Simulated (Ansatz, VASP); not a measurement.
# WSe2: VASP beside Ansatz

One calculation is typed for both programs; each brings its own data sets. How far apart do they land? The cell is taken from a series of runs on this material, whose earlier steps may have relaxed, scaled, displaced or heated it; both programs get it as it stands.

Calculated with Ansatz 0.2.0; plane waves, with VASP 6.6.1 beside it; single point at HSE06.

## 1. The starting structure

It takes space group P6_3/mmc (No. 194, hexagonal). Conventional cell: a = 3.279 Å, b = 3.279 Å, c = 12.789 Å, α = 90.00°, β = 90.00°, γ = 120.00°. Nearest to W lie 6 Se at 2.53 Å. Nearest to Se lie 3 W at 2.53 Å. Farther neighbours and most contacts between anions are not listed.

## 2. VASP: single point, HSE06

With cell and atoms fixed, the geometry can't cause a difference; cores, projectors, grids and the points listed under the comparison can.

Lines of VASP's logs that name or quote its potential files are left out, and so is its time.

The run reads the wave functions of an earlier VASP run, which isn't shown here.

The input, INCAR:

```
SYSTEM = WSe2
PREC = Accurate
ENCUT = 400
EDIFF = 1E-06
NELM = 100
ISMEAR = 0
SIGMA = 0.01
LREAL = .FALSE.
ALGO = Normal
LHFCALC = .TRUE.
AEXX = 0.25
GGA = PE
HFSCREEN = 0.208
LASPH = .TRUE.
NBANDS = 24
PRECFOCK = Fast
LORBIT = 11
LWAVE = .FALSE.
LCHARG = .FALSE.
KPAR = 8
NCORE = 2
ISIF = 2
```

The input, POSCAR:

```
WSe2
1.0
    3.2790161212      0.0000000000      0.0000000000
   -1.6395080606      2.8397112604      0.0000000000
    0.0000000000      0.0000000000     12.7885090968
W Se
2 4
Direct
    0.3333333333      0.6666666667      0.2500000000
    0.6666666667      0.3333333333      0.7500000000
    0.3333333333      0.6666666667      0.6182884982
    0.6666666667      0.3333333333      0.1182884982
    0.3333333333      0.6666666667      0.8817115018
    0.6666666667      0.3333333333      0.3817115018
```

The input, KPOINTS:

```
Automatic mesh
0
Gamma
6 6 2
0 0 0
```

Potentials, in the order of the species: W and Se (PBE family, release 64).

Launch:

```bash
$ mpirun -np 16 vasp_std
```

Numbers of over 12 decimals in the logs are rounded to 6 here.

Output:

```text
[banner, memory and clock lines left out]
running   16 mpi-ranks, on    1 nodes
 distrk:  each k-point on    2 cores,    8 groups
 distr:  one band on    2 cores,    1 groups

 POSCAR found type information on POSCAR W Se
 POSCAR found :  2 types and       6 ions
 LDA part: xc-table for (Slater+PW92), standard interpolation
 found WAVECAR, reading the header
 POSCAR, INCAR and KPOINTS ok, starting setup
 FFT: planning ... GRIDC
 FFT: planning ... GRID_SOFT
 FFT: planning ... GRID
 reading WAVECAR
 the WAVECAR file was read successfully
 initial charge from wavefunction
 entering main loop
       N       E                     dE             d eps       ncg     rms          rms(c)
DAV:   1    -0.516937410829E+02   -0.51694E+02   -0.22723E+00   680   0.153E+01    0.114E+01
DAV:   2    -0.516828732055E+02    0.10868E-01   -0.69425E-02   776   0.151E+00    0.659E+00
DAV:   3    -0.516816206750E+02    0.12525E-02   -0.20957E-02   880   0.739E-01    0.381E+00
DAV:   4    -0.516795517183E+02    0.20690E-02   -0.33137E-03   832   0.337E-01    0.231E+00
DAV:   5    -0.516793999339E+02    0.15178E-03   -0.20476E-03   856   0.207E-01    0.135E+00
DAV:   6    -0.516793120685E+02    0.87865E-04   -0.26558E-04   824   0.113E-01    0.749E-01
DAV:   7    -0.516793060635E+02    0.60050E-05   -0.99546E-05   944   0.520E-02    0.430E-01
DAV:   8    -0.516793009077E+02    0.51558E-05   -0.13618E-05   816   0.223E-02    0.262E-01
DAV:   9    -0.516793021197E+02   -0.12119E-05   -0.73732E-06   816   0.133E-02    0.157E-01
DAV:  10    -0.516793033788E+02   -0.12591E-05   -0.77682E-07   480   0.679E-03    0.899E-02
DAV:  11    -0.516793043578E+02   -0.97899E-06   -0.47368E-07   448   0.414E-03
   1 F= -.51679304E+02 E0= -.51679304E+02  d E =-.304881E-55
```

Parts of OUTCAR (step 2):

```text
ion  position               nearest neighbor table
   1  0.333  0.667  0.250-   4 2.53   6 2.53   4 2.53   6 2.53   4 2.53   6 2.53
   2  0.667  0.333  0.750-   3 2.53   5 2.53   3 2.53   5 2.53   3 2.53   5 2.53
   3  0.333  0.667  0.618-   2 2.53   2 2.53   2 2.53
   4  0.667  0.333  0.118-   1 2.53   1 2.53   1 2.53
   5  0.333  0.667  0.882-   2 2.53   2 2.53   2 2.53
   6  0.667  0.333  0.382-   1 2.53   1 2.53   1 2.53

  LATTYP: Found a hexagonal cell.
 ALAT       =     3.2790161212
 C/A-ratio  =     3.9001055878

 Subroutine GETGRP returns: Found 24 space group operations
 (whereof 12 operations were pure point group operations)

The static configuration has the point symmetry D_3d.
 The point group associated with its full space group is D_6h.

 Found     14 irreducible k-points:

   k-points           NKPTS =     14   k-points in BZ     NKDIM =     72   number of bands    NBANDS=     24

   dimension x,y,z NGX =    24 NGY =   24 NGZ =   84
   dimension x,y,z NGXF=    48 NGYF=   48 NGZF=  168

   ENCUT  =  400.0 eV  29.40 Ry    5.42 a.u.   5.35  5.35 20.85*2*pi/ulx,y,z

   NELECT =      36.0000    total number of electrons

 k-points in reciprocal lattice and weights: Automatic mesh
   0.00000000  0.00000000  0.00000000       0.014
   0.16666667 -0.00000000  0.00000000       0.083
   0.33333333 -0.00000000  0.00000000       0.083
   0.50000000 -0.00000000  0.00000000       0.042
   0.16666667  0.16666667  0.00000000       0.083
   0.33333333  0.16666667  0.00000000       0.167
   0.33333333  0.33333333  0.00000000       0.028
   0.00000000  0.00000000  0.50000000       0.014
   0.16666667 -0.00000000  0.50000000       0.083
[...]
0.33333333  0.16666667  0.50000000       0.167
   0.33333333  0.33333333  0.50000000       0.028

  exchange ACFDT corr.  =         0.00000000  see jH, gK, PRB 81, 115126

 average (electrostatic) potential at core
       1 -36.4334       2 -36.4334       3 -49.4768       4 -49.4768       5 -49.4768
       6 -49.4768

 E-fermi :   5.2627

 k-point     1 :       0.0000    0.0000    0.0000
  band No.  band energies     occupation
    ...
     14       3.5351      2.00000
     15       3.5351      2.00000
     16       3.8321      2.00000
     17       4.0206      2.00000
     18       5.1539      2.00000
     19       8.4441      0.00000
     20       8.4441      0.00000
     21       8.4647      0.00000
     22       8.4647      0.00000
     23       8.5164      0.00000
    ...

 k-point     2 :       0.1667   -0.0000    0.0000
  band No.  band energies     occupation
    ...
     14       2.8719      2.00000
     15       3.0683      2.00000
     16       3.8617      2.00000
     17       3.9427      2.00000
     18       4.3699      2.00000
     19       7.3520      0.00000
     20       7.9356      0.00000
     21       7.9815      0.00000
     22       8.0588      0.00000
     23       8.3024      0.00000
    ...

 k-point     3 :       0.3333   -0.0000    0.0000
  band No.  band energies     occupation
    ...
     14       2.9123      2.00000
     15       3.1986      2.00000
     16       3.3283      2.00000
     17       3.5038      2.00000
     18       3.5413      2.00000
     19       7.1957      0.00000
     20       7.6068      0.00000
     21       7.8420      0.00000
     22       8.0719      0.00000
     23       8.4354      0.00000
    ...

  Total       -1.2158461     -1.2158461     -2.0108538      0.0000000      0.0000000      0.0000000
  in kB      -16.3588036    -16.3588036    -27.0553675      0.0000000      0.0000000      0.0000000
  external PRESSURE =     -19.9243249 kB  Pullay stress =       0.0000000 kB

  energy-cutoff  :      400.00
  volume of cell :      119.08
      direct lattice vectors                 reciprocal lattice vectors
     3.279016121  0.000000000  0.000000000     0.304969528  0.176074239  0.000000000
    -1.639508061  2.839711260  0.000000000     0.000000000  0.352148479  0.000000000
     0.000000000  0.000000000 12.788509097     0.000000000  0.000000000  0.078195198

 POSITION                                       TOTAL-FORCE (eV/Angst)
 -----------------------------------------------------------------------------------
     -0.00000      1.89314      3.19713         0.000000     -0.000000      0.000000
      1.63951      0.94657      9.59138        -0.000000      0.000000      0.000000
     -0.00000      1.89314      7.90699        -0.000000      0.000000      0.726464
      1.63951      0.94657      1.51273         0.000000     -0.000000      0.726464
     -0.00000      1.89314     11.27578         0.000000      0.000000     -0.726464
      1.63951      0.94657      4.88152        -0.000000     -0.000000     -0.726464
 -----------------------------------------------------------------------------------
    total drift:                               -0.000002      0.000002     -0.000002

  FREE ENERGIE OF THE ION-ELECTRON SYSTEM (eV)
  ---------------------------------------------------
  free  energy   TOTEN  =       -51.6793043578 eV

  energy  without entropy=      -51.6793043578  energy(sigma->0) =      -51.67930436

 total charge
# of ion       s       p       d       tot
------------------------------------------
    1        0.616   0.642   4.378   5.636
    2        0.616   0.642   4.378   5.636
    3        1.490   2.382   0.072   3.944
    4        1.490   2.382   0.072   3.944
    5        1.490   2.382   0.072   3.944
    6        1.490   2.382   0.072   3.944
--------------------------------------------------
tot          7.192  10.814   9.044  27.049

[... 3 further parts left out ...]
```

The run ends at a pressure of -1.99 GPa, with forces up to 0.73 eV/Å.

(Part 1 of 2 ends here.)

[Lines on the potential files, build, host, timing and source positions are cut from VASP's logs without a mark.]

[Logs are printed without paths, hosts, clocks, repeated set-up lines and the standing remarks that a program may print on its own settings, such as how far it seeks lower states.]

[Hosts, paths, dates, database ids (printed as entryN), source tags and the programs' standing remarks are cut or masked in the printed files.]
